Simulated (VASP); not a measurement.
Output of a VASP run:

**OUTCAR**
```
 ion  position               nearest neighbor table
   1  0.667  0.333  0.500-   4 2.55   4 2.55   4 2.55   3 2.56
   2  0.333  0.667  0.000-   3 2.55   3 2.55   3 2.55   4 2.56
   3  0.667  0.333  0.877-   2 2.55   2 2.55   2 2.55   1 2.56
   4  0.333  0.667  0.377-   1 2.55   1 2.55   1 2.55   2 2.56
  LATTYP: Found a hexagonal cell.
 ALAT       =     4.1745186415
 C/A-ratio  =     1.6250927339
 Subroutine PRICEL returns:
 Original cell was already a primitive cell.
 Subroutine GETGRP returns: Found 12 space group operations
The static configuration has the point symmetry C_3v.
 The point group associated with its full space group is C_6v.
The dynamic configuration has the point symmetry C_3v.
 Subroutine INISYM returns: Found 12 space group operations
 Subroutine IBZKPT returns following result:
 Found     14 irreducible k-points:

 Following reciprocal coordinates:
            Coordinates               Weight
  0.000000  0.000000  0.000000      1.000000
  0.166667  0.000000  0.000000      6.000000
  0.333333  0.000000  0.000000      6.000000
  0.500000  0.000000  0.000000      3.000000
  0.166667  0.166667  0.000000      6.000000
  0.333333  0.166667  0.000000     12.000000
  0.333333  0.333333  0.000000      2.000000
  0.000000  0.000000  0.333333      2.000000
  0.166667  0.000000  0.333333     12.000000
  0.333333  0.000000  0.333333     12.000000
  0.500000  0.000000  0.333333      6.000000
  0.166667  0.166667  0.333333     12.000000
  0.333333  0.166667  0.333333     24.000000
  0.333333  0.333333  0.333333      4.000000
   k-points           NKPTS =     14   k-points in BZ     NKDIM =     14   number of bands    NBANDS=     22
   number of dos      NEDOS =    301   number of ions     NIONS =      4
   total plane-waves  NPLWV =  51200
   dimension x,y,z NGX =    32 NGY =   32 NGZ =   50
   dimension x,y,z NGXF=    64 NGYF=   64 NGZF=  100
   ions per type =               2   2
   PREC   = accura    normal or accurate (medium, high low for compatibility)
   ISTART =      0    job   : 0-new  1-cont  2-samecut
   ICHARG =      2    charge: 1-file 2-atom 10-const
   ISPIN  =      1    spin polarized calculation?
   LNONCOLLINEAR =      F non collinear calculations
   LSORBIT =      F    spin-orbit coupling
   INIWAV =      1    electr: 0-lowe 1-rand  2-diag
   ENCUT  =  520.0 eV  38.22 Ry    6.18 a.u.   7.76  7.76 12.61*2*pi/ulx,y,z
   NELM   =    100;   NELMIN=  2; NELMDL= -5     # of ELM steps
   EDIFF  = 0.1E-05   stopping-criterion for ELM
   LREAL  =      F    real-space projection
   NLSPLINE    = F    spline interpolate recip. space projectors
   LMAXMIX     =    4 max onsite mixed and CHGCAR
   VOSKOWN=      0    Vosko Wilk Nusair interpolation
   EDIFFG = -.2E-01   stopping-criterion for IOM
   NSW    =     60    number of steps for IOM
   NBLOCK =      1;   KBLOCK =     60    inner block; outer block
   IBRION =      2    ionic relax: 0-MD 1-quasi-New 2-CG
   NFREE  =      1    steps in history (QN), initial steepest desc. (CG)
   ISIF   =      3    stress and relaxation
   ISYM   =      2    0-nonsym 1-usesym 2-fastsym
   TEIN   =    0.0    initial temperature
   TEBEG  =    0.0;   TEEND  =   0.0 temperature during run
   SMASS  =  -3.00    Nose mass-parameter (am)
   PSTRESS=    0.0 pullay stress
   NELECT =      36.0000    total number of electrons
   EFERMI =   0.00;   METHOD = LEGACY
   ISMEAR =     0;   SIGMA  =   0.05  broadening in eV -4-tet -1-fermi 0-gaus
   IALGO  =     38    algorithm
   LDIAG  =      T    sub-space diagonalisation (order eigenvalues)
   IMIX   =      4    mixing-type and parameters
     AMIX     =   0.40;   BMIX     =  1.00
     AMIX_MAG =   1.60;   BMIX_MAG =  1.00
     AMIN     =   0.10
   GGA     = MK    functional components
   VOSKOWN =     0    Vosko Wilk Nusair interpolation
   LHFCALC =     F    Hartree Fock is set to
   LHFONE  =     F    Hartree Fock one center treatment
   AEXX    =    0.0000 exact exchange contribution
   LUSE_VDW   =     T    switch on vdW DFT
...
```

File OSZICAR:
```
       N       E                     dE             d eps       ncg     rms          rms(c)
DAV:   1     0.254078641822E+03    0.25408E+03   -0.17755E+04   616   0.149E+03
DAV:   2     0.979797008531E+01   -0.24428E+03   -0.23989E+03   682   0.355E+02
DAV:   3    -0.478983656048E+01   -0.14588E+02   -0.14529E+02   742   0.861E+01
DAV:   4    -0.495735321733E+01   -0.16752E+00   -0.16746E+00   706   0.923E+00
DAV:   5    -0.496028186404E+01   -0.29286E-02   -0.29285E-02   766   0.120E+00    0.107E+01
DAV:   6    -0.389898346489E+01    0.10613E+01   -0.26575E+00   782   0.168E+01    0.849E+00
DAV:   7    -0.388674220923E+01    0.12241E-01   -0.77021E-01   706   0.514E+00    0.408E+00
DAV:   8    -0.388203775272E+01    0.47045E-02   -0.11166E-01   712   0.354E+00    0.503E-01
DAV:   9    -0.387938355696E+01    0.26542E-02   -0.21711E-02   790   0.185E+00    0.146E-01
DAV:  10    -0.387943680845E+01   -0.53251E-04   -0.12021E-03   700   0.331E-01    0.914E-02
DAV:  11    -0.387948377114E+01   -0.46963E-04   -0.18009E-04   732   0.106E-01    0.931E-02
DAV:  12    -0.387948304254E+01    0.72861E-06   -0.10662E-04   718   0.606E-02    0.908E-03
DAV:  13    -0.387948257991E+01    0.46262E-06   -0.82764E-06   724   0.233E-02
   1 F= -.38794826E+01 E0= -.38794826E+01  d E =-.387948E+01
```

File OUTCAR:
```
------------------------ aborting loop because EDIFF is reached ----------------------------------------
  FORCE on cell =-STRESS in cart. coord.  units (eV):
  Direction    XX          YY          ZZ          XY          YZ          ZX
  --------------------------------------------------------------------------------------
  Total       -0.0110839     -0.0110839      0.0502663      0.0000000      0.0000000      0.0000000
  in kB       -0.1734497     -0.1734497      0.7866105      0.0000000      0.0000000      0.0000000
  external PRESSURE =       0.1465704 kB  Pullay stress =       0.0000000 kB
  volume of cell :      102.38
      direct lattice vectors                 reciprocal lattice vectors
     2.087259397 -3.615239148  0.000000000     0.239548568 -0.138303437  0.000000000
     2.087259397  3.615239148  0.000000000     0.239548568  0.138303437  0.000000000
     0.000000000  0.000000000  6.783979912     0.000000000  0.000000000  0.147406097
  FREE ENERGIE OF THE ION-ELECTRON SYSTEM (eV)
  ---------------------------------------------------
  free  energy   TOTEN  =        -3.8794825799 eV

  energy  without entropy=       -3.8794825799  energy(sigma->0) =       -3.87948258

 reached required accuracy - stopping structural energy minimisation
```
(Selected blocks of OUTCAR.)

### POSCAR
```
CdS
1
    2.0872593969    -3.6152391481     0.0000000000
    2.0872593969     3.6152391481    -0.0000000000
    0.0000000000     0.0000000000     6.7839799116
Cd S
2 2
Direct
  0.6666670000   0.3333330000   0.5000149596
  0.3333330000   0.6666670000   0.0000149596
  0.6666670000   0.3333330000   0.8769850404
  0.3333330000   0.6666670000   0.3769850404
```

Q: Reconstruct the remaining input files.

A: Several could match; the one computed here: the input of the run itself, rev-vdW-DF2, plane waves, VASP's PBE PAW potentials (set 64).

KPOINTS:
```
kpoints
0
Gamma
6 6 3
```

**INCAR**
```
SYSTEM  =  CdS
PREC  =  Accurate; ENCUT  =  520; LREAL  =  .FALSE.
LASPH  =  .TRUE.
EDIFF  =  1E-6; NELM  =  100; ALGO  =  Normal
LMAXMIX  =  4
ISMEAR  =  0; SIGMA  =  0.05
GGA  =  MK; LUSE_VDW  =  .TRUE.; AGGAC  =  0.0
PARAM1  =  0.1234568; PARAM2  =  0.7114; ZAB_VDW  =  -1.8867
IBRION  =  2; NSW  =  60; ISIF  =  3
EDIFFG  =  -0.02
LWAVE  =  .FALSE.; LCHARG  =  .FALSE.
```

POTCAR, in this order: Cd S (PBE.64 set). Program: vasp_std.

The compound is CdS in the wurtzite structure. It was relaxed first. The start is the result of an earlier pass.
